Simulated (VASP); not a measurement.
Input:

```xyz
6
Lattice="4.6451 0.0000 0.0000 0.0000 4.6451 0.0000 0.0000 0.0000 2.9692" Properties=species:S:1:pos:R:3 pbc="T T T"
Ti     0.0000     0.0000     2.9692
Ti     2.3226     2.3226     1.4846
O      1.4165     1.4165     0.0000
O      3.7391     0.9060     1.4846
O      0.9060     3.7391     1.4846
O      3.2286     3.2286     2.9692
```

Computed with PBE GGA, VASP's PBE PAW potentials (set 64) (plane waves; VASP 6.6.1). Numerical set-up: 520 eV cut-off, 6×6×8 Γ-centred mesh, tetrahedra with Blöchl corrections, potentials Ti_sv O.

Problem. What does the run give for the energy per atom (σ→0), band gap (on the k-mesh) with the smallest direct gap where there is one?

Solution. 
| Item | Result |
|---|---|
| band gap (on the k-mesh) | 1.82 eV |
| smallest direct gap (on the k-mesh) | 1.82 eV |
| energy per atom (σ→0) | -8.946 eV/atom |

The compound is TiO2 in the rutile structure. It was relaxed first.
